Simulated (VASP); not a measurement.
All values below come from PBE GGA, VASP's PBE PAW potentials (set 64) (plane waves; VASP).

VASP ran on this input.

POSCAR:
```
Zn16C
1.0
  5.3549079940   0.0000000000   0.0000000000
  2.6774534937   4.6374863435   0.0000000000
  0.0000000000   0.0000000000  21.0581613014
Zn C
16 1
Direct
 -0.1666670000   0.3333330000   0.3267210000
  0.3333330000   0.3333330000   0.3267210000
 -0.1666670000   0.8333330000   0.3267210000
  0.3333330000   0.8333330000   0.3267210000
  0.0000000000   0.0000000000   0.4422400000
  0.5000000000   0.0000000000   0.4422400000
  0.0000000000   0.5000000000   0.4422400000
  0.5000000000   0.5000000000   0.4422400000
 -0.1666670000   0.3333330000   0.5577600000
  0.3333330000   0.3333330000   0.5577600000
 -0.1666670000   0.8333330000   0.5577600000
  0.3333330000   0.8333330000   0.5577600000
  0.0000000000   0.0000000000   0.6732790000
  0.5000000000   0.0000000000   0.6732790000
  0.0000000000   0.5000000000   0.6732790000
  0.5000000000   0.5000000000   0.6732790000
  0.3333330000   0.3333330000   0.7287280000
```

**INCAR**
```
ALGO  =  Normal
DIPOL  =  0.5 0.5 0.5
EDIFF  =  1E-5
EDIFFG  =  -0.03
ENCUT  =  400
GGA  =  PE
IBRION  =  2
IDIPOL  =  3
ISIF  =  2
ISMEAR  =  1
LASPH  =  .TRUE.
LCHARG  =  .FALSE.
LDIPOL  =  .TRUE.
LMAXMIX  =  4
LREAL  =  .FALSE.
LWAVE  =  .TRUE.
NELM  =  100
NELMIN  =  4
NSW  =  50
PREC  =  Normal
SIGMA  =  0.1
SYSTEM  =  Zn16C
```

KPOINTS:
```
Regular mesh
0
G
  6 6 1
0 0 0
```

POTCAR, in this order: Zn C (PBE.64 set). Program: vasp_std.

Task: Predict the energy per atom (σ→0), band gap (on the k-mesh).

Result: 
The energy per atom (σ→0) is -1.298 eV/atom and the band gap (on the k-mesh) is none (metal, semimetal or under 0.01 eV).

### OSZICAR
```
...
  30 F= -.22061668E+02 E0= -.22064633E+02  d E =-.278463E-03
       N       E                     dE             d eps       ncg     rms          rms(c)
DAV:   1    -0.220617708175E+02   -0.98643E-04   -0.20159E-01  1638   0.150E+00    0.446E-02
DAV:   2    -0.220618870888E+02   -0.11627E-03   -0.11864E-03  1743   0.202E-01    0.361E-02
DAV:   3    -0.220618902579E+02   -0.31691E-05   -0.61051E-04  1788   0.461E-01    0.372E-02
DAV:   4    -0.220618656092E+02    0.24649E-04   -0.92367E-05  1259   0.203E-01    0.190E-02
DAV:   5    -0.220618713873E+02   -0.57781E-05   -0.35357E-05  1329   0.686E-02
  31 F= -.22061871E+02 E0= -.22064761E+02  d E =-.481901E-03
```

The cell is a thin slab with vacuum, built from Zn (hcp): (001) face, C adsorbed.
